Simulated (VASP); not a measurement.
Here is the system:

```yaml
crystal:
  lattice:
    - [0.00000, 2.78422, 2.78422]
    - [2.78422, 0.00000, 2.78422]
    - [2.78422, 2.78422, 0.00000]
  atoms:
    - { symbol: Cd, position: [0.00000, 0.00000, 0.00000] }
    - { symbol: F, position: [0.25000, 0.25000, 0.25000] }
    - { symbol: F, position: [0.75000, 0.75000, 0.75000] }
```

These are PBE GGA with D3 dispersion (zero damping), VASP's PBE PAW potentials (set 64) (plane waves; VASP 6.6.1) values and carry that method's errors. Settings: 520 eV cut-off, 7×7×7 Γ-centred mesh, Gaussian smearing of 0.050 eV, potentials Cd F.

Give the stress tensor in GPa (positive for a compressed cell).

```
-5.03   0.00   0.00
 0.00  -5.03   0.00
 0.00   0.00  -5.03
```
The pressure is its mean diagonal, -5.03 GPa.

The compound is CdF2 in the fluorite structure. This cell is one point of a volume scan, at 1.06 of the reference volume.
